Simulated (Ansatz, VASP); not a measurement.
# Cross-check of SrBe3 between VASP and Ansatz

Wanted: the spread between two codes on one cell, functional and k mesh. The cell is generated by rule, not measured, and may not be a known phase. The cell is taken from a series of runs on this material, whose earlier steps may have relaxed, scaled, displaced or heated it; both programs get it as it stands.

Method: plane waves, with VASP 6.6.1 beside it; zone-centre phonons at PBEsol, in Ansatz 0.2.0.

The structure was built from a prototype and need not be the compound's stable phase.

## (1) The structure

Symmetry: P4/nmm, No. 129, tetragonal system. The conventional cell has a = 5.247 Å, b = 5.247 Å, c = 5.230 Å, α = 90.00°, β = 90.00°, γ = 90.00°. Nearest to Be lie 4 Be at 2.04 Å and 4 Sr at 3.16 Å. Nearest to Be lie 6 Be at 2.04 to 2.62 Å and 4 Sr at 3.21 Å. Sr has 12 Be at 3.16 to 3.21 Å nearest. Farther neighbours are not listed.

As a file:

```cif
data_structure
_symmetry_space_group_name_H-M 'P4/nmm:1'
_symmetry_Int_Tables_number 129
_cell_length_a 5.2475
_cell_length_b 5.2475
_cell_length_c 5.2300
_cell_angle_alpha 90.000
_cell_angle_beta 90.000
_cell_angle_gamma 90.000
_cell_volume 144.01
loop_
_atom_site_label
_atom_site_type_symbol
_atom_site_symmetry_multiplicity
_atom_site_Wyckoff_symbol
_atom_site_fract_x
_atom_site_fract_y
_atom_site_fract_z
_atom_site_occupancy
Be1 Be 2 c 0.00000 0.50000 0.66316 1
Be2 Be 4 e 0.25000 0.25000 0.50000 1
Sr1 Sr 2 a 0.50000 0.50000 0.00000 1
```

## (2) Ansatz: zone-centre phonons, PBEsol

Ansatz runs on norm-conserving files, of PseudoDojo where its log says so.

Second derivatives magnify differences that forces hide, and they need a tight electronic threshold.

input.yaml reads:

```yaml
crystal:
  lattice:
    - [5.2474588289, 0.0, 0.0]
    - [0.0, 5.2474588289, 0.0]
    - [0.0, 0.0, 5.2299697955]
  atoms:
    - { symbol: Be, position: [0.0, 0.5, 0.6631643062] }
    - { symbol: Be, position: [0.5, 0.0, 0.3368356938] }
    - { symbol: Be, position: [0.25, 0.25, 0.5] }
    - { symbol: Be, position: [0.75, 0.75, 0.5] }
    - { symbol: Be, position: [0.25, 0.75, 0.5] }
    - { symbol: Be, position: [0.75, 0.25, 0.5] }
    - { symbol: Sr, position: [0.5, 0.5, 0.0] }
    - { symbol: Sr, position: [0.0, 0.0, 0.0] }
kpoints:
  mp_grid: { grid: [6, 6, 6] }
hamiltonian:
  xc: pbesol
  pseudopotentials: { kind: nc }
scf:
  occupations: { method: methfessel_paxton, width: 0.15 }
output:
  eigenvalues: true
phonons:
  method: dfpt
```

The run is started by

```sh
ansatz run input.yaml --threads 4 --pin off --max-ram 7168MiB --backend cpu --events-out ev --progress --plain --runs-dir out
```

Numbers of over 12 decimals in the logs are rounded to 6 here.

What it wrote:

```text
Engine: ansatz 0.2.0, aarch64-unknown-linux-gnu
Pseudopotentials: kind: nc
Pseudopotential: Be, nc, valence charge 4, recommended cutoff 1197.300995 eV (normal), Be.nc.azcp (PseudoDojo's, or run here from an input of PseudoDojo's: the run reads no file of this project's for it)
Pseudopotential: Sr, nc, valence charge 10, recommended cutoff 925.187132 eV (normal), Sr.nc.azcp (PseudoDojo's, or run here from an input of PseudoDojo's: the run reads no file of this project's for it)
Functional definition: PBEsol
  exchange = pbesol_x
  correlation = pbesol_c
Crystal: 8 atoms, lattice volume = 144.012 Å³
Basis set: ecut = 1197.300995 eV, 13549 PW (Γ), exchange–correlation on 120×120×120 points (8 copies of the dense FFT grid, shifted against one another)
Bands: 30, of which v1, the nominal top of the filled ones, is band 22 counted from 1 (21 counted from 0)
Symmetry: 16 space group operations
k-points: 112 of 216 (irreducible under 1 space group operation, time reversal used)
Non-local potential: Be, projectors of the file, l = 0: 2, l = 1: 2
Non-local potential: Sr, projectors of the file, l = 0: 2, l = 1: 2, l = 2: 2
Initial density: superposition of atomic densities (chi_scale 0.1, normalization cell, long waves kept (reshape's long-wave potential 0.01 eV rms))
Initial wavefunctions: pseudopotential atomic-orbital guess
Functional: x = pbesol(κ = 0.804, μ = 0.123457), c = pbesol(β = 0.046)
SCF iter   1: F=—  HF=-4125.818306 eV  |F-HF|=—  |Δ(HF+E_count)|=         —  Δρ=4.34e-2  dr2=4.75e0  ethr=3.10e-3  ⟨swp⟩=9.5  Hψ=20290  notcnv=0
preconditioner: auto → Kerker (q_TF=auto, 2.239 Å⁻¹)  [metal: Δε(μ)=0.018 eV  Ē_g=5.288 eV  σ=0.150 eV  W_gap=0.10  n_scr=26 (ndim 8)  ℏωp=12.4 eV  f_vac=0.000  D(μ)=3.80/eV (n_scr^D=26)]
SCF iter   2: F=—  HF=-4124.873534 eV  |F-HF|=—  |Δ(HF+E_count)|=   9.45e-1  S|Δr|=    0.00e0  Δρ=2.45e-2  dr2=1.74e0  ethr=3.10e-3  ⟨swp⟩=2.7  Hψ=5239  notcnv=0  defer=208
SCF iter   3: F=—  HF=-4124.391224 eV  |F-HF|=—  |Δ(HF+E_count)|=   4.82e-1  S|Δr|=    0.00e0  Δρ=3.77e-3  dr2=3.81e-2  ethr=3.10e-3  ⟨swp⟩=2.9  Hψ=4890  notcnv=0  defer=208
SCF iter   4: F=—  HF=-4124.386360 eV  |F-HF|=—  |Δ(HF+E_count)|=   4.86e-3  S|Δr|=    0.00e0  Δρ=1.33e-3  dr2=7.73e-3  ethr=8.65e-5  ⟨swp⟩=2.1  Hψ=4510  notcnv=0  defer=291
SCF iter   5: F=—  HF=-4124.384586 eV  |F-HF|=—  |Δ(HF+E_count)|=   1.77e-3  S|Δr|=    0.00e0  Δρ=2.71e-4  dr2=1.33e-4  ethr=1.76e-5  ⟨swp⟩=2.0  Hψ=3962  notcnv=0  defer=291
SCF iter   6: F=—  HF=-4124.384635 eV  |F-HF|=—  |Δ(HF+E_count)|=   4.85e-5  S|Δr|=    0.00e0  Δρ=9.52e-5  dr2=2.24e-5  ethr=3.03e-7  ⟨swp⟩=2.7  Hψ=4762  notcnv=0  defer=291
SCF iter   7: F=—  HF=-4124.384617 eV  |F-HF|=—  |Δ(HF+E_count)|=   1.80e-5  S|Δr|=    0.00e0  Δρ=1.82e-5  dr2=9.33e-7  ethr=5.09e-8  ⟨swp⟩=2.0  Hψ=3984  notcnv=0  defer=291
SCF iter   8: F=—  HF=-4124.384529 eV  |F-HF|=—  |Δ(HF+E_count)|=   8.74e-5  S|Δr|=    0.00e0  Δρ=5.33e-6  dr2=6.72e-8  ethr=2.12e-9  ⟨swp⟩=2.3  Hψ=4824  notcnv=0  defer=298
SCF iter   9: F=—  HF=-4124.384529 eV  |F-HF|=—  |Δ(HF+E_count)|=   9.50e-9  S|Δr|=    0.00e0  Δρ=9.56e-7  dr2=1.43e-9  ethr=1.53e-10  ⟨swp⟩=2.0  Hψ=4073  notcnv=0  defer=298
SCF iter  10: F=—  HF=-4124.384529 eV  |F-HF|=—  |Δ(HF+E_count)|=  1.66e-10  S|Δr|=    0.00e0  Δρ=1.64e-7  dr2=4.87e-11  ethr=3.25e-12  ⟨swp⟩=2.0  Hψ=4762  notcnv=0  defer=298
SCF iter  11: F=-4124.384529 eV  HF=-4124.384529 eV  |F-HF|=0.00e0  |Δ(HF+E_count)|=  5.46e-12  S|Δr|=    0.00e0  Δρ=2.29e-8  dr2=6.11e-13  ethr=1.00e-12  ⟨swp⟩=15.9  Hψ=22269  notcnv=0
SCF 1 converged in 11 iterations: F = -4124.384529 eV  dr2 = 6.11e-13
DFPT response loops at Γ: preconditioner auto → Kerker (q_TF=auto, 2.239 Å⁻¹) (partly filled bands, converged f_vac=0.000); β = 1.00, the filter's whole step (`scf.mixing.beta` (0.50) is not read by the response loops under this deck's `scf.mixing.preconditioner`; to damp them name `kerker` or `kerker_dos`, under which they read `scf.mixing.beta`, and type it under 1.00, their step now; both keys bind the ground state too); Broyden in place of MSR1
SCF converged after 11 iterations
Stability not checked: this state was not tested for a lower state beside it, because cold or Methfessel-Paxton smearing, or corrected tetrahedra, fill the levels in a way that the test cannot read (fill_not_monotonic; see scf.lower_state_search)
Free energy (F): -4124.384529 eV
Harris-Foulkes:  -4124.384529 eV  (|F-HF|=0.00e0)
Internal energy: -4124.381599 eV  (E = F + TS)
E sigma→0 (E₀):  -4124.383797 eV
Entropy (-TS):   -0.002930 eV (-0.366 meV/atom)
Fermi energy:    5.798779 eV
Step filling:    the computed levels leave a gap of 0.0000 eV = 0.0 smearing widths at the electron count; against every level under it full and every level over it empty, smearing changes F+E_penalty+E_count by -2.309 meV and its σ→0 estimate by -1.576 meV
--- Per-component energies (eV) ---
  E_band       = -1305.437101
  E_kinetic    = 1912.449270
  E_local      = -2456.458684  (includes V_loc(G=0)·N_el)
  E_nonlocal   = -1387.731224
  E_hartree    = 729.540702
  E_xc         = -835.466137
  E_vxc        = -832.777860  (∫ρ·V_xc dr)
  E_ewald      = -2086.715526
  E_smearing   = -0.002930  (= −TS)
  E_closure    = -0.000000  (closes the sum)
  Σ components = -4124.384529   (vs F -4124.384529, Δ=0.00e0)
--- Band table (eV; the first three rows and the last of 112) ---
  k-point 0: bands = [... 18 lower, 4.0643, 4.9301, 4.9953, 5.1066, 5.1066, 6.6680, 7.1015, 7.2000, ... 4 higher]
  k-point 1: bands = [... 18 lower, 3.8935, 4.1539, 5.2055, 5.2055, 5.7141, 6.6511, 7.1162, 7.3169, ... 4 higher]
  k-point 2: bands = [... 18 lower, 3.6432, 4.5690, 5.2810, 5.2810, 5.3271, 7.1468, 7.4093, 7.6318, ... 4 higher]
  k-point 111: bands = [... 18 lower, 4.5726, 4.5726, 5.1198, 5.1198, 8.0147, 8.0147, 8.8430, 8.8430, ... 4 higher]
--- Phonons (Γ-DFPT): 6 representative perturbations + reference, on 112 of 216 k-points (Σ response iterations 24) ---
  k mesh reduced under 1 symmetry operation, with k and −k counted as one. Each operation leaves every solved perturbation unchanged. A smaller set is not used because it would not reduce the number of displacements times k-points to solve
  ASR residual: 5.086e-5 → 0.000e0 eV/Å²; symmetrization residual: 3.527e-6 eV/Å²
  ASR residual per site (eV/Å²): 5.09e-5 5.09e-5 4.24e-5 4.24e-5 4.24e-5 4.24e-5 2.28e-5 2.28e-5
  Γ frequencies (cm⁻¹): 0.00 0.00 0.00 62.50 114.81 119.18 119.18 130.94 130.94 199.69 215.28 215.28 243.87 310.31 325.40 325.40 343.02 386.73 576.41 589.13 589.13 631.04 756.53 756.53
  non-analytic LO–TO correction: not included (Born effective charges unavailable; polar crystals: no LO–TO splitting at Γ)
```

In the SCF lines HF is the Harris–Foulkes energy and dr2 the Hartree energy of the density residual, in eV; the loop may stop once dr2 is under the threshold and the program's other checks hold. Hψ counts applications of the Hamiltonian.

(Continued in part 2 of 3.)

[Lines on the potential files, build, host, timing and source positions are cut from VASP's logs without a mark.]

[Logs are printed without paths, hosts, clocks, repeated set-up lines and the standing remarks that a program may print on its own settings, such as how far it seeks lower states.]

[Hosts, paths, dates, database ids (printed as entryN), source tags and the programs' standing remarks are cut or masked in the printed files.]
